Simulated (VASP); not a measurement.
Here is a VASP 6.6.1 calculation.

The input INCAR:

```
PREC = Accurate
ENCUT = 520
EDIFF = 1E-6
ISMEAR = 0
SIGMA = 0.1
LREAL = Auto
LASPH = True
NELM = 100
ALGO = Fast
ISIF = 2
LWAVE = False
LCHARG = False
GGA = PS
ISYM = 0
NBANDS = 86
```

The input KPOINTS:

```
Automatic mesh
0
Gamma
  2 2 2
  0.5 0.5 0.5
```

POSCAR

```
InGaAg2Te4
1.0
    3.2516235000      3.2516235000     -6.3124610000
    3.2516235000      3.2516235000      6.3124610000
    6.5032470000     -6.5032470000      0.0000000000
In Ga Ag Te
2 2 4 8
Direct
    0.5000000000      0.5000000000      0.0000000000
    0.0000000000      0.0000000000      0.5000000000
    0.0000000000      0.5000000000      0.7500000000
    0.5000000000      0.0000000000      0.2500000000
    0.0000000000      0.5000000000      0.2500000000
    0.5000000000      0.0000000000      0.7500000000
    0.0000000000      0.0000000000      0.0000000000
    0.5000000000      0.5000000000      0.5000000000
    0.8824690000      0.6222040000      0.9907960000
    0.3824690000      0.1222040000      0.4907960000
    0.3777960000      0.1175310000      0.0092040000
    0.8777960000      0.6175310000      0.5092040000
    0.3606635000      0.6209285000      0.7476635000
    0.8606635000      0.1209285000      0.2476635000
    0.3790715000      0.6393365000      0.2523365000
    0.8790715000      0.1393365000      0.7523365000
```

Potentials or basis: VASP PAW PBE potentials, release 64 (In_d, Ga_d, Ag, Te).

Launch:

```bash
$ cat potpaw_PBE.64/In_d/POTCAR potpaw_PBE.64/Ga_d/POTCAR potpaw_PBE.64/Ag/POTCAR potpaw_PBE.64/Te/POTCAR > POTCAR
$ mpirun -np 1 vasp_std > vasp.out
```

Predict the largest force.

0.130 eV/Å.

What does it give for the pressure?

-2.4 GPa.

Forces on the atoms (eV/Å):
```
In   0.000  0.000  0.042
In   0.000  0.000  0.042
Ga   0.000  0.000  0.047
Ga   0.000  0.000  0.047
Ag   0.000  0.000  0.049
Ag   0.000  0.000  0.049
Ag   0.000  0.000  0.042
Ag   0.000  0.000  0.042
Te   0.096  0.043 -0.047
Te   0.096  0.043 -0.047
Te  -0.096 -0.043 -0.047
Te  -0.096 -0.043 -0.047
Te  -0.005  0.123 -0.043
Te  -0.005  0.122 -0.043
Te   0.005 -0.122 -0.043
Te   0.005 -0.123 -0.043
```

Caveat: the PAW data sets were made with another functional, which shifts forces and pressure a little.
